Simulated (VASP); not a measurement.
VASP input:

**POSCAR**
```
Pb
1
    0.0000000000     2.4444870779     2.4444870779
    2.4444870779    -0.0000000000     2.4444870779
    2.4444870779     2.4444870779     0.0000000000
Pb
1
Direct
  0.0000000000   0.0000000000   0.0000000000
```

**INCAR**
```
SYSTEM = Pb
PREC = Accurate
ENCUT = 500
EDIFF = 1E-6
NELM = 100
ALGO = Normal
LREAL = .FALSE.
LASPH = .TRUE.
ISMEAR = 1
SIGMA = 0.1
LMAXMIX = 4
LWAVE = .FALSE.
LCHARG = .FALSE.
IBRION = 2
ISIF = 3
NSW = 40
EDIFFG = -0.02
```

### KPOINTS
```
Automatic mesh
0
Gamma
13 13 13
0 0 0
```

POTCAR, in this order: Pb_d (LDA.64 set). Program: vasp_std.

Q: Translate this LDA calculation to Ansatz.

A: One equivalent input (not run):
Ansatz 0.2 input:
```yaml
crystal:
  lattice:
    - [0.0000000, 2.4444871, 2.4444871]
    - [2.4444871, 0.0000000, 2.4444871]
    - [2.4444871, 2.4444871, 0.0000000]
  atoms:
    - { symbol: Pb, position: [0.0000000, 0.0000000, 0.0000000] }
kpoints:
  mp_grid: { grid: [13, 13, 13] }
hamiltonian:
  xc: lda
  pseudopotentials: { kind: paw }
scf:
  occupations: { method: methfessel_paxton, width: 0.1 }
  max_iter: 100
relax:
  max_steps: 40
  f_tol: 0.02
  cell: {}
output: { forces: true, stress: true, eigenvalues: true }
```
Limits of the translation: each code has its own PAW files, so the cut-off isn't converted (ENCUT is set for VASP's; basis.ecutwfc is left out, and Ansatz then takes the one that its files recommend); Ansatz stops its SCF on the density residual and VASP on the energy change (EDIFF); Ansatz's lda is the Perdew-Wang form, while the LDA potentials of VASP carry Perdew-Zunger's.

The compound is Pb in the fcc structure. This run relaxes it. Symmetry was kept, so distortions that lower it aren't found.
